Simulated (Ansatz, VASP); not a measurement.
**RbMnBr3: VASP beside Ansatz**

Wanted: the spread between two codes on one cell, functional and k mesh.

Method: plane waves, with VASP 6.6.1 beside it; single point at PBEsol and single point at PBEsol, DFT+U, in Ansatz 0.2.0.

### 1. The structure

The structure is hexagonal, space group P6_3/mmc (No. 194). Conventional cell: a = 7.560 Å, b = 7.560 Å, c = 6.350 Å, α = 90.00°, β = 90.00°, γ = 120.00°. Nearest to Rb lie 12 Br at 3.78 to 3.87 Å. Br has 2 Mn at 2.68 Å and 4 Rb at 3.78 to 3.87 Å nearest. Mn has 6 Br at 2.68 Å nearest. Farther neighbours and most contacts between anions are not listed.

### 2. VASP: single point, PBEsol

With cell and atoms fixed, the geometry can't cause a difference; cores, projectors, grids and the points listed under the comparison can.

Lines of VASP's logs that name or quote its potential files are left out, and so is its time.

INCAR

```
SYSTEM = RbMnBr3
PREC = Normal
ENCUT = 350
EDIFF = 1E-06
NELM = 150
ISMEAR = 0
SIGMA = 0.05
LREAL = .FALSE.
ALGO = Normal
GGA = PS
NBANDS = 45
ISPIN = 2
MAGMOM = 0 0 0 0 0 0 0 0 4 -4
LMAXMIX = 4
LORBIT = 11
LWAVE = .FALSE.
LCHARG = .FALSE.
KPAR = 2
AMIX = 0.2
BMIX = 1E-04
AMIX_MAG = 0.8
BMIX_MAG = 1E-04
NEDOS = 1200
LASPH = .TRUE.
```

POSCAR

```
RbMnBr3
1.0
    7.5600000000      0.0000000000      0.0000000000
   -3.7800000000      6.5471520526      0.0000000000
    0.0000000000      0.0000000000      6.3500000000
Rb Br Mn
2 6 2
Direct
    0.6666666667      0.3333333333      0.2500000000
    0.3333333333      0.6666666667      0.7500000000
    0.3299999999      0.1650000000      0.7500000000
    0.1650000000      0.8350000000      0.2500000000
    0.8350000000      0.6700000001      0.7500000000
    0.6700000001      0.8350000000      0.2500000000
    0.8350000000      0.1650000000      0.7500000000
    0.1650000000      0.3299999999      0.2500000000
    0.0000000000      0.0000000000      0.5000000000
    0.0000000000      0.0000000000      0.0000000000
```

KPOINTS

```
Automatic mesh
0
Gamma
3 3 3
0 0 0
```

The projector-augmented-wave data sets are Rb_pv, Br and Mn (PBE family, release 64).

Command:

```console
$ mpirun -np 2 vasp_std
```

Numbers of over 12 decimals in the logs are rounded to 6 here.

Output:

```text
[banner, memory and clock lines left out]
running    2 mpi-ranks, on    1 nodes
 distrk:  each k-point on    1 cores,    2 groups
 distr:  one band on    1 cores,    1 groups

 POSCAR found type information on POSCAR RbBrMn
 POSCAR found :  3 types and      10 ions
|                                                                             |
|               ----> ADVICE to this user running VASP <----                  |
|                                                                             |
|     You enforced a specific xc type in the INCAR file but a different       |
|     [... a line on the potential file left out ...]
|     I HOPE YOU KNOW WHAT YOU ARE DOING!                                     |
|                                                                             |

 LDA part: xc-table for (Slater+PW92), standard interpolation
 POSCAR, INCAR and KPOINTS ok, starting setup
 FFT: planning ... GRIDC
 FFT: planning ... GRID_SOFT
 FFT: planning ... GRID
 WAVECAR not read
 entering main loop
       N       E                     dE             d eps       ncg     rms          rms(c)
DAV:   1     0.515173012145E+03    0.51517E+03   -0.21564E+04  1080   0.992E+02
DAV:   2     0.354400871113E+02   -0.47973E+03   -0.46285E+03  1176   0.286E+02
DAV:   3    -0.409064846310E+02   -0.76347E+02   -0.74989E+02  1568   0.108E+02
DAV:   4    -0.458565579450E+02   -0.49501E+01   -0.49196E+01  1504   0.325E+01
DAV:   5    -0.460087298784E+02   -0.15217E+00   -0.15190E+00  1472   0.573E+00    0.172E+01
DAV:   6    -0.440395228808E+02    0.19692E+01   -0.10991E+01  1667   0.272E+01    0.160E+01
DAV:   7    -0.440865898630E+02   -0.47067E-01   -0.13575E+00  1584   0.857E+00    0.125E+01
DAV:   8    -0.440355249275E+02    0.51065E-01   -0.26254E-01  1552   0.259E+00    0.766E+00
DAV:   9    -0.440146451899E+02    0.20880E-01   -0.18560E-01  1656   0.609E+00    0.245E+00
DAV:  10    -0.440161353349E+02   -0.14901E-02   -0.53540E-02  1640   0.360E+00    0.587E-01
DAV:  11    -0.440140905653E+02    0.20448E-02   -0.90096E-03  1592   0.730E-01    0.532E-01
DAV:  12    -0.440134266605E+02    0.66390E-03   -0.59284E-03  1552   0.453E-01    0.273E-01
DAV:  13    -0.440134763542E+02   -0.49694E-04   -0.58870E-04  1224   0.982E-02    0.152E-01
DAV:  14    -0.440134573362E+02    0.19018E-04   -0.19139E-04  1584   0.285E-01    0.467E-02
DAV:  15    -0.440134716177E+02   -0.14281E-04   -0.53499E-05  1584   0.510E-02    0.185E-02
DAV:  16    -0.440134728337E+02   -0.12160E-05   -0.46536E-06  1128   0.939E-03    0.612E-03
DAV:  17    -0.440134728420E+02   -0.82773E-08   -0.55190E-07   720   0.959E-03
   1 F= -.44013473E+02 E0= -.44013473E+02  d E =-.110600E-10  mag=    -0.0000
```

Parts of OUTCAR (step 2):

```text
ion  position               nearest neighbor table
   1  0.667  0.333  0.250-   4 3.78   6 3.78   6 3.78   4 3.78   8 3.78   8 3.78   7 3.87   7 3.87
                             5 3.87   5 3.87   3 3.87   3 3.87   2 5.40   2 5.40   2 5.40   2 5.40
   2  0.333  0.667  0.750-   7 3.78   3 3.78   3 3.78   7 3.78   5 3.78   5 3.78   4 3.87   4 3.87
                             8 3.87   8 3.87   6 3.87   6 3.87   1 5.40   1 5.40   1 5.40   1 5.40
   3  0.330  0.165  0.750-   9 2.68  10 2.68   2 3.78   2 3.78   1 3.87   1 3.87
   4  0.165  0.835  0.250-   9 2.68  10 2.68   1 3.78   1 3.78   2 3.87   2 3.87
   5  0.835  0.670  0.750-   9 2.68  10 2.68   2 3.78   2 3.78   1 3.87   1 3.87
   6  0.670  0.835  0.250-   9 2.68  10 2.68   1 3.78   1 3.78   2 3.87   2 3.87
   7  0.835  0.165  0.750-   9 2.68  10 2.68   2 3.78   2 3.78   1 3.87   1 3.87
   8  0.165  0.330  0.250-   9 2.68  10 2.68   1 3.78   1 3.78   2 3.87   2 3.87
   9  0.000  0.000  0.500-   5 2.68   8 2.68   6 2.68   3 2.68   7 2.68   4 2.68  10 3.17  10 3.17

  LATTYP: Found a hexagonal cell.
 ALAT       =     7.5600000000
 C/A-ratio  =     0.8399470899

 Subroutine GETGRP returns: Found 24 space group operations
 (whereof 12 operations were pure point group operations)

The static configuration has the point symmetry D_3d.
 The point group associated with its full space group is D_6h.

 Found      6 irreducible k-points:

   k-points           NKPTS =      6   k-points in BZ     NKDIM =      6   number of bands    NBANDS=     45

   dimension x,y,z NGX =    36 NGY =   36 NGZ =   30
   dimension x,y,z NGXF=    72 NGYF=   72 NGZF=   60

   ENCUT  =  350.0 eV  25.72 Ry    5.07 a.u.  11.53 11.53  9.69*2*pi/ulx,y,z

   NELECT =      70.0000    total number of electrons

 k-points in reciprocal lattice and weights: Automatic mesh
   0.00000000  0.00000000  0.00000000       0.037
   0.33333333 -0.00000000  0.00000000       0.222
   0.33333333  0.33333333  0.00000000       0.074
   0.00000000  0.00000000  0.33333333       0.074
   0.33333333 -0.00000000  0.33333333       0.444
   0.33333333  0.33333333  0.33333333       0.148

 average (electrostatic) potential at core
       1 -13.5605       2 -13.5605       3 -64.8808       4 -64.8808       5 -64.8808
       6 -64.8808       7 -64.8808       8 -64.8808       9 -48.9650      10 -48.9650

 E-fermi :   0.2343

 spin component 1
 k-point     1 :       0.0000    0.0000    0.0000
  band No.  band energies     occupation
    ...
     31      -1.2796      1.00000
     32      -1.2796      1.00000
     33      -0.9132      1.00000
     34      -0.0305      1.00000
     35      -0.0305      1.00000
     36       2.0739      0.00000
     37       2.1752      0.00000
     38       2.1752      0.00000
     39       2.9118      0.00000
     40       2.9802      0.00000
    ...

 k-point     2 :       0.3333   -0.0000    0.0000
  band No.  band energies     occupation
    ...
     31      -1.3103      1.00000
     32      -1.2698      1.00000
     33      -1.1911      1.00000
     34      -0.2967      1.00000
     35      -0.0323      1.00000
     36       2.1323      0.00000
     37       2.1960      0.00000
     38       2.2808      0.00000
     39       2.7710      0.00000
     40       2.9897      0.00000
    ...

 k-point     3 :       0.3333    0.3333    0.0000
  band No.  band energies     occupation
    ...
     31      -1.3287      1.00000
     32      -1.3287      1.00000
     33      -1.2229      1.00000
     34      -0.2254      1.00000
     35      -0.2254      1.00000
     36       2.1707      0.00000
     37       2.2661      0.00000
     38       2.2661      0.00000
     39       2.8352      0.00000
     40       2.8352      0.00000
    ...

 k-point     4 :       0.0000    0.0000    0.3333
  band No.  band energies     occupation
    ...
     31      -1.2057      1.00000
     32      -1.2057      1.00000
     33      -1.1017      1.00000
     34       0.0021      1.00000
     35       0.0021      1.00000
     36       1.9647      0.00000
     37       2.1531      0.00000
     38       2.1531      0.00000
     39       2.9709      0.00000
     40       2.9709      0.00000
    ...

 k-point     5 :       0.3333   -0.0000    0.3333
  band No.  band energies     occupation
    ...
     31      -1.3297      1.00000
     32      -1.2905      1.00000
     33      -1.1456      1.00000
     34      -0.3354      1.00000
     35       0.0086      1.00000
     36       2.0729      0.00000
     37       2.1808      0.00000
     38       2.2164      0.00000
     39       2.7351      0.00000
     40       2.9683      0.00000
    ...

 k-point     6 :       0.3333    0.3333    0.3333
  band No.  band energies     occupation
    ...
     31      -1.2946      1.00000
     32      -1.2946      1.00000
     33      -1.2213      1.00000
     34      -0.2267      1.00000
     35      -0.2267      1.00000
     36       2.1378      0.00000
     37       2.2089      0.00000
     38       2.2089      0.00000
     39       2.7988      0.00000
     40       2.7988      0.00000
    ...

  Total       -2.8138459     -2.8138459     -2.3767633      0.0000000      0.0000000      0.0000000
  in kB      -14.3437578    -14.3437578    -12.1157016      0.0000000      0.0000000      0.0000000
  external PRESSURE =     -13.6010724 kB  Pullay stress =       0.0000000 kB

  energy-cutoff  :      350.00
  volume of cell :      314.30
      direct lattice vectors                 reciprocal lattice vectors
     7.560000000  0.000000000  0.000000000     0.132275132  0.076369083  0.000000000
    -3.780000000  6.547152053  0.000000000     0.000000000  0.152738166  0.000000000
     0.000000000  0.000000000  6.350000000     0.000000000  0.000000000  0.157480315

 POSITION                                       TOTAL-FORCE (eV/Angst)
 -----------------------------------------------------------------------------------
      3.78000      2.18238      1.58750        -0.000000     -0.000000      0.000000
     -0.00000      4.36477      4.76250        -0.000000     -0.000000      0.000000
      1.87110      1.08028      4.76250        -0.235580     -0.136012      0.000000
     -1.90890      5.46687      1.58750        -0.235580      0.136012     -0.000000
      3.78000      4.38659      4.76250        -0.000000      0.272024      0.000000
      1.90890      5.46687      1.58750         0.235580      0.136012      0.000000
      5.68890      1.08028      4.76250         0.235580     -0.136012      0.000000
      0.00000      2.16056      1.58750         0.000000     -0.272024     -0.000000
      0.00000      0.00000      3.17500        -0.000000     -0.000000      0.000000
      0.00000      0.00000      0.00000        -0.000000     -0.000000      0.000000
 -----------------------------------------------------------------------------------
    total drift:                               -0.000001      0.000000     -0.000000

  FREE ENERGIE OF THE ION-ELECTRON SYSTEM (eV)
  ---------------------------------------------------
  free  energy   TOTEN  =       -44.0134728420 eV

  energy  without entropy=      -44.0134728420  energy(sigma->0) =      -44.01347284

 total charge
# of ion       s       p       d       tot
------------------------------------------
    1        0.030   5.952   0.036   6.019
    2        0.030   5.952   0.036   6.019
    3        1.602   3.238   0.013   4.853
    4        1.602   3.238   0.013   4.853
    5        1.602   3.238   0.013   4.853
    6        1.602   3.238   0.013   4.853
    7        1.602   3.238   0.013   4.853
    8        1.602   3.238   0.013   4.853
    9        0.207   0.203   4.905   5.314
   10        0.207   0.203   4.905   5.314
--------------------------------------------------
tot         10.085  31.735   9.962  51.783

 magnetization (x)
# of ion       s       p       d       tot
------------------------------------------
    1        0.000   0.000   0.000   0.000
    2        0.000   0.000   0.000   0.000
    3        0.000   0.000   0.000   0.000
    4        0.000   0.000   0.000   0.000
    5        0.000   0.000   0.000   0.000
    6        0.000   0.000   0.000   0.000
    7        0.000   0.000   0.000   0.000
    8        0.000   0.000   0.000   0.000
    9        0.030   0.024   4.273   4.328
   10       -0.030  -0.024  -4.273  -4.328
--------------------------------------------------
tot          0.000  -0.000   0.000  -0.000

[... 2 further parts left out ...]
```

The magnetic state follows from one typed start and may not be the lowest. The data set Mn keeps the semicore shell frozen, which is cheaper and a little less accurate.

[end of part 1 of 2]

[Lines on the potential files, build, host, timing and source positions are cut from VASP's logs without a mark.]

[Logs are printed without paths, hosts, clocks, repeated set-up lines and the standing remarks that a program may print on its own settings, such as how far it seeks lower states.]

[Hosts, paths, dates, database ids (printed as entryN), source tags and the programs' standing remarks are cut or masked in the printed files.]
